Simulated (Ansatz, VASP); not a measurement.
# Na6Zn4Si20O47 in two plane-wave programs, part 2 of 4

Wanted: the spread between two codes on one cell, functional and k mesh. Of the first pair: The structure shown is frame 100 of Ansatz's trajectory.

VASP 6.6.1 and Ansatz 0.2.0.

So far: Starting point; Ansatz: dynamics, PBE.

## (3) VASP: single point, PBE, pair 1

Level of this step: PBE; plane waves and PAW (Si, Zn, Na_pv, O) (VASP).

The same cell, functional, mesh and smearing now go to VASP, with its own data sets.

Lines of VASP's logs that name or quote its potential files are left out, and so is its time.

INCAR

```
SYSTEM = Na6Zn4Si20O47
PREC = Accurate
ENCUT = 520
EDIFF = 1E-06
NELM = 120
ISMEAR = -1
SIGMA = 0.078
LREAL = Auto
ALGO = Normal
GGA = PE
NBANDS = 280
LORBIT = 11
LWAVE = .FALSE.
LCHARG = .FALSE.
ISIF = 2
LASPH = .TRUE.
GGA_COMPAT = .FALSE.
EFERMI = MIDGAP
NCORE = 2
```

POSCAR

```
Na6Zn4Si20O47
1.0
   10.1607400000      0.0000000000      0.0000000000
    0.0000000000     10.1607400000      0.0000000000
    0.0000000000      0.0000000000     10.1607400000
Si Zn Na O
20 4 6 47
Direct
    0.8246938707      0.2825286347      0.1156313418
    0.8191824611      0.9968565282      0.4076081073
    0.0072632505      0.2153189630      0.6866133766
    0.3835448993      0.5675472456      0.1101986666
    0.1371947319      0.6985317998      0.9331210128
    0.8202355340      0.7137865943      0.2802158111
    0.4865885752      0.4020770141      0.8725742416
    0.0991266384      0.7058048922      0.4317008407
    0.3493840016      0.8025793397      0.2690552066
    0.7210596866      0.2108606263      0.8373012202
    0.9766119397      0.8951513374      0.6268047406
    0.4427630271      0.5071677850      0.5924174814
    0.2129569303      0.2501491033      0.9303653080
    0.7858187494      0.7322104492      0.7741660548
    0.1735601935      0.9518499637      0.0712152855
    0.7328107992      0.5404330787      0.5320577045
    0.5520562479      0.9640341156      0.8436590248
    0.0509805388      0.1291441371      0.2635437970
    0.9918667341      0.4308839710      0.4743453725
    0.8640118732      0.5791704148      0.0292892053
    0.3280076057      0.3172898824      0.3820686289
    0.6169432541      0.2361343760      0.4119483423
    0.1236917784      0.4184045650      0.1770638753
    0.3277910861      0.7519727894      0.7209907940
    0.4345943307      0.1507665780      0.0898655019
    0.3866352254      0.0467977726      0.5059670851
    0.5661005006      0.9596978173      0.2441751290
    0.5727830847      0.8462671026      0.5418699819
    0.5676456636      0.7495221805      0.0006495590
    0.6105854495      0.4543763545      0.2390081825
    0.1076102725      0.8251761191      0.5597820631
    0.4993632354      0.5088113661      0.0020372532
    0.9995138149      0.4167905094      0.3240610428
    0.5334650823      0.9752734545      0.9963053872
    0.4390231420      0.9098353073      0.7362849556
    0.2271094428      0.7216501948      0.3354972177
    0.9641915845      0.2084100174      0.1376474548
    0.9310148670      0.1035751333      0.3765965865
    0.5917482388      0.4693949456      0.5347445166
    0.6803343064      0.8450368772      0.8199599635
    0.8480976779      0.8956631112      0.5339571724
    0.0810177212      0.5654903088      0.5296956718
    0.3742050284      0.2822727479      0.9004167019
    0.9952168838      0.0506163921      0.6736320386
    0.9792003338      0.7278505306      0.3227914502
    0.7631137102      0.6417150719      0.1443595644
    0.8702023672      0.4263075327      0.0492779069
    0.2792513144      0.6464292955      0.0058460309
    0.7745695688      0.6193249704      0.8943246260
    0.7309802239      0.2887388123      0.2396872669
    0.4273113966      0.6687209790      0.5597328541
    0.9293712859      0.7928950057      0.7455362503
    0.8670726738      0.2653350051      0.7692845206
    0.6260666054      0.0941860534      0.7750715007
    0.0290825275      0.2891128008      0.5497335824
    0.8473398591      0.4320748292      0.5333371388
    0.1785007785      0.2152402286      0.3042199682
    0.7145050459      0.6544306812      0.6465080299
    0.1627932611      0.3792833987      0.0060231834
    0.3373179513      0.4538153717      0.2032430709
    0.1327363952      0.2428464856      0.7776500530
    0.1756072884      0.6753838795      0.7856514388
    0.4326456538      0.8821306322      0.3713607473
    0.0818542744      0.9779602667      0.2060873519
    0.7526715574      0.1910589189      0.9868710350
    0.2042469348      0.0791084114      0.9832886187
    0.4325275521      0.5066166441      0.7572184703
    0.0131388068      0.6357115722      0.0248564573
    0.1032798792      0.8581166332      0.9689156498
    0.6902253182      0.0653102038      0.4768353486
    0.3378198832      0.4215539419      0.5229245114
    0.7376824916      0.6379948705      0.3936622726
    0.4439342016      0.6945360279      0.1958912441
    0.6208799753      0.3354381669      0.8082679017
    0.7743432073      0.8820518978      0.2966220964
    0.3107942925      0.8893249901      0.1425093054
    0.4599664985      0.1884606830      0.3539112309
```

KPOINTS

```
Automatic mesh
0
Gamma
1 1 1
0 0 0
```

PAW data sets: Si, Zn, Na_pv and O (PBE family, release 64).

Command:

```sh
$ mpirun -np 8 vasp_gam
```

Numbers of over 12 decimals in the logs are rounded to 6 here.

Output:

```text
[banner, memory and clock lines left out]
running    8 mpi-ranks, on    1 nodes
[...]
LDA part: xc-table for (Slater+PW92), standard interpolation
 POSCAR, INCAR and KPOINTS ok, starting setup
[...]
entering main loop
       N       E                     dE             d eps       ncg     rms          rms(c)
DAV:   1     0.667175590167E+04    0.66718E+04   -0.23273E+05   568   0.183E+03
DAV:   2     0.518459183059E+03   -0.61533E+04   -0.58549E+04   632   0.506E+02
DAV:   3    -0.539378294124E+03   -0.10578E+04   -0.10299E+04   600   0.224E+02
DAV:   4    -0.612251951865E+03   -0.72874E+02   -0.71817E+02   664   0.658E+01
[...]
DAV:  18    -0.534400579446E+03   -0.47970E-07   -0.42680E-05   752   0.267E-02    0.806E-03
DAV:  19    -0.534400579529E+03   -0.82204E-07   -0.12943E-05   664   0.148E-02    0.580E-03
DAV:  20    -0.534400579352E+03    0.17689E-06   -0.27749E-06   504   0.101E-02
   1 F= -.53440058E+03 E0= -.53440058E+03  d E =-.107885E-05
```

Parts of OUTCAR (step 3):

```text
  Total       -5.5756276    -22.6038598     -8.9223435     -6.0791419     -3.7587003      5.0581590
  in kB       -8.5158564    -34.5236870    -13.6274158     -9.2848918     -5.7407981      7.7255080
  external PRESSURE =     -18.8889864 kB  Pullay stress =       0.0000000 kB

 POSITION                                       TOTAL-FORCE (eV/Angst)
 -----------------------------------------------------------------------------------
      8.37950      2.87070      1.17490         0.391609     -1.479098     -1.619055
      8.32350     10.12880      4.14160        -1.881573     -0.625801      1.933359
      0.07380      2.18780      6.97650        -1.954655     -1.177237      1.876225
      3.89710      5.76670      1.11970        -1.716598      1.468881     -2.378323
      1.39400      7.09760      9.48120         1.061951      0.389356      2.015632
      8.33420      7.25260      2.84720         0.550485      2.874056      2.471941
      4.94410      4.08540      8.86600        -1.072747      0.998832     -1.602464
      1.00720      7.17150      4.38640         0.483690     -0.316838      2.103280
      3.55000      8.15480      2.73380        -0.441526     -0.302561      1.763574
      7.32650      2.14250      8.50760         1.071231      0.854012     -2.909103
      9.92310      9.09540      6.36880         0.339569      0.830073      1.040802
      4.49880      5.15320      6.01940        -0.481221      4.315040      0.464667
      2.16380      2.54170      9.45320        -1.490937     -0.852392     -2.592200
      7.98450      7.43980      7.86610        -2.377798     -0.344390      0.214114
[...]
-----------------------------------------------------------------------------------
    total drift:                               -0.010571     -0.007526      0.022949

  FREE ENERGIE OF THE ION-ELECTRON SYSTEM (eV)
  ---------------------------------------------------
  free  energy   TOTEN  =      -534.4005793517 eV

  energy  without entropy=     -534.4005782728  energy(sigma->0) =     -534.40057881

[... 3 further parts left out ...]
[key lines of the parts left out:]
E-fermi :   3.2036
```

The run ends at a pressure of -1.89 GPa, with forces up to 4.6 eV/Å.

## (4) Differences

Known differences besides the potentials themselves: the data sets hold 464 valence electrons in Ansatz (on its default PAW (the set named soft_2) files) and 452 in VASP; the cutoff is 420 eV in Ansatz and 520 eV in VASP (PREC = Accurate, projectors in real space). Total energies have different zeros and are not compared.

Forces on 10 of the 77 atoms, those with the largest forces and the largest differences (eV/Å; atoms numbered as in POSCAR):

```csv
atom,"Ansatz x, y, z","VASP x, y, z"
Si6,"0.561, 2.825, 2.493","0.550, 2.874, 2.472"
Si12,"-0.500, 4.326, 0.439","-0.481, 4.315, 0.465"
Si13,"-1.507, -0.770, -2.534","-1.491, -0.852, -2.592"
Si19,"3.381, -0.210, 2.286","3.419, -0.255, 2.353"
Zn22,"2.176, -0.939, 0.178","2.296, -0.866, 0.216"
O33,"0.534, 0.709, -3.227","0.513, 0.715, -3.283"
O61,"2.094, 0.139, 2.752","2.123, 0.137, 2.794"
O65,"0.603, 0.917, 3.621","0.623, 0.931, 3.686"
O66,"1.167, 4.344, -0.551","1.175, 4.405, -0.569"
O77,"-1.140, 0.019, -1.070","-1.222, -0.074, -1.156"
```

The forces differ by 33 meV/Å r.m.s., which is 2.6 % of the r.m.s. force of 1.268 eV/Å (both taken over all components).

## (5) Ansatz: dynamics, PBE

One frame of this run of dynamics is then solved in both programs, so the motion causes no difference.

The structure compared here is frame 200 of Ansatz's trajectory.

input.yaml

```yaml
crystal:
  lattice:
    - [10.16074, 0.0, 0.0]
    - [0.0, 10.16074, 0.0]
    - [0.0, 0.0, 10.16074]
  atoms:
    - { symbol: Si, position: [0.81672, 0.2917, 0.12356] }
    - { symbol: Si, position: [0.80312, 0.99894, 0.42012] }
    - { symbol: Si, position: [0.00701, 0.20473, 0.70402] }
    - { symbol: Si, position: [0.36367, 0.54958, 0.12504] }
    - { symbol: Si, position: [0.15181, 0.69338, 0.94204] }
    - { symbol: Si, position: [0.8241, 0.73745, 0.29664] }
    - { symbol: Si, position: [0.48046, 0.4051, 0.87764] }
    - { symbol: Si, position: [0.10135, 0.71174, 0.44728] }
    - { symbol: Si, position: [0.36322, 0.79415, 0.29117] }
    - { symbol: Si, position: [0.72313, 0.21917, 0.8475] }
    - { symbol: Si, position: [0.96712, 0.89693, 0.64413] }
    - { symbol: Si, position: [0.42462, 0.50694, 0.59315] }
    - { symbol: Si, position: [0.22277, 0.2369, 0.92799] }
    - { symbol: Si, position: [0.76349, 0.732, 0.78521] }
    - { symbol: Si, position: [0.2023, 0.96014, 0.08186] }
    - { symbol: Si, position: [0.71611, 0.55956, 0.52785] }
    - { symbol: Si, position: [0.5512, 0.96589, 0.83525] }
    - { symbol: Si, position: [0.03489, 0.12087, 0.26704] }
    - { symbol: Si, position: [0.99475, 0.43326, 0.49156] }
    - { symbol: Si, position: [0.86821, 0.58525, 0.02575] }
    - { symbol: Zn, position: [0.30963, 0.30738, 0.36547] }
    - { symbol: Zn, position: [0.6187, 0.26255, 0.39152] }
    - { symbol: Zn, position: [0.12352, 0.37654, 0.2023] }
    - { symbol: Zn, position: [0.31331, 0.78639, 0.68429] }
    - { symbol: Na, position: [0.46838, 0.18326, 0.09609] }
    - { symbol: Na, position: [0.44322, 0.06351, 0.50216] }
    - { symbol: Na, position: [0.54781, 0.01696, 0.22831] }
    - { symbol: Na, position: [0.57191, 0.82682, 0.55709] }
    - { symbol: Na, position: [0.60286, 0.78958, 0.07547] }
    - { symbol: Na, position: [0.60836, 0.51342, 0.24544] }
    - { symbol: O, position: [0.08287, 0.82519, 0.56189] }
    - { symbol: O, position: [0.47028, 0.48244, 0.02137] }
    - { symbol: O, position: [0.99886, 0.42335, 0.33726] }
    - { symbol: O, position: [0.52074, 0.97947, 0.98578] }
    - { symbol: O, position: [0.43495, 0.92963, 0.73687] }
    - { symbol: O, position: [0.2291, 0.73961, 0.36048] }
    - { symbol: O, position: [0.94119, 0.20995, 0.17228] }
    - { symbol: O, position: [0.93858, 0.06889, 0.38006] }
    - { symbol: O, position: [0.58088, 0.4794, 0.52206] }
    - { symbol: O, position: [0.65501, 0.83953, 0.82122] }
    - { symbol: O, position: [0.8376, 0.90645, 0.54429] }
    - { symbol: O, position: [0.07812, 0.57056, 0.51453] }
    - { symbol: O, position: [0.37381, 0.28606, 0.89421] }
    - { symbol: O, position: [0.00103, 0.04581, 0.67594] }
    - { symbol: O, position: [0.97039, 0.73178, 0.35317] }
    - { symbol: O, position: [0.81404, 0.67193, 0.15338] }
    - { symbol: O, position: [0.85237, 0.43409, 0.05941] }
    - { symbol: O, position: [0.26014, 0.62566, 0.03897] }
    - { symbol: O, position: [0.77618, 0.63193, 0.9051] }
    - { symbol: O, position: [0.71244, 0.31916, 0.23542] }
    - { symbol: O, position: [0.40012, 0.65718, 0.57207] }
    - { symbol: O, position: [0.90261, 0.80716, 0.75786] }
    - { symbol: O, position: [0.86133, 0.23476, 0.77189] }
    - { symbol: O, position: [0.63885, 0.0955, 0.79342] }
    - { symbol: O, position: [0.02378, 0.30458, 0.58107] }
    - { symbol: O, position: [0.8414, 0.4693, 0.53144] }
    - { symbol: O, position: [0.15735, 0.20444, 0.30769] }
    - { symbol: O, position: [0.71931, 0.65577, 0.65325] }
    - { symbol: O, position: [0.16401, 0.34191, 0.02271] }
    - { symbol: O, position: [0.30613, 0.45227, 0.22886] }
    - { symbol: O, position: [0.12663, 0.22234, 0.80447] }
    - { symbol: O, position: [0.19873, 0.68668, 0.79788] }
    - { symbol: O, position: [0.46186, 0.86924, 0.37805] }
    - { symbol: O, position: [0.08447, 0.99726, 0.18275] }
    - { symbol: O, position: [0.75336, 0.20396, 0.004] }
    - { symbol: O, position: [0.23571, 0.09567, 0.00595] }
    - { symbol: O, position: [0.44592, 0.48749, 0.75131] }
    - { symbol: O, position: [0.01254, 0.63027, 0.98786] }
    - { symbol: O, position: [0.15302, 0.84907, 0.98354] }
    - { symbol: O, position: [0.69315, 0.09814, 0.44958] }
    - { symbol: O, position: [0.33919, 0.39881, 0.52994] }
    - { symbol: O, position: [0.73133, 0.65024, 0.39527] }
    - { symbol: O, position: [0.43743, 0.66946, 0.21081] }
    - { symbol: O, position: [0.62328, 0.34319, 0.85024] }
    - { symbol: O, position: [0.77266, 0.88897, 0.30182] }
    - { symbol: O, position: [0.31324, 0.89474, 0.17537] }
    - { symbol: O, position: [0.458, 0.2033, 0.31668] }
kpoints:
  mp_grid: { grid: [1, 1, 1] }
hamiltonian:
  xc: pbe
scf:
  occupations: { method: fermi_dirac, width: 0.078 }
output:
  forces: true
md:
  timestep: 1.0
  n_steps: 299
  ensemble: nvt_langevin
  temperature: 900
  initial_velocities: maxwell_boltzmann
  seed: 6148
```

Command:

```sh
$ ansatz run input.yaml --threads 4 --pin off --max-ram 8192MiB --backend cpu --events-out ev --progress --plain --runs-dir out
```

Output:

```text
[...]
Crystal: 77 atoms, lattice volume = 1049.001 Å³
Basis set: ecut = 420 eV, 20377 PW (Γ), exchange–correlation on 144×144×144 points (8 copies of the dense FFT grid, shifted against one another)
Bands: 309, of which v1, the nominal top of the filled ones, is band 232 counted from 1 (231 counted from 0)
Symmetry: 1 space group operations
k-points: 1
[...]
atom   7  Si     0.42717586     2.27586212    -1.49474675
  atom   8  Si    -1.19962260     0.64070861    -2.11097728
[...]
atom  74  O     -2.63264631     2.72579634     0.47018561
  atom  75  O     -0.07853626    -0.57142921     0.53635913
  atom  76  O      0.97224253    -1.22038298     0.45771571
  atom  77  O     -0.02178896     0.60760309     0.20447694
  max |Σ_I F_I| component: 1.65e-5 eV/Å
--- MD trajectory: 299 steps, t = 0.0 → 299.0 fs ---
[...]
[key lines of the parts left out:]
SCF converged after 9 iterations
Free energy (F): -61644.673119 eV
Fermi energy:    5.291331 eV
```

[end of part 2 of 4]

[Lines on the potential files, build, host, timing and source positions are cut from VASP's logs without a mark.]

[Logs are printed without paths, hosts, clocks, repeated set-up lines and the standing remarks that a program may print on its own settings, such as how far it seeks lower states.]

[Hosts, paths, dates, database ids (printed as entryN), source tags and the programs' standing remarks are cut or masked in the printed files.]
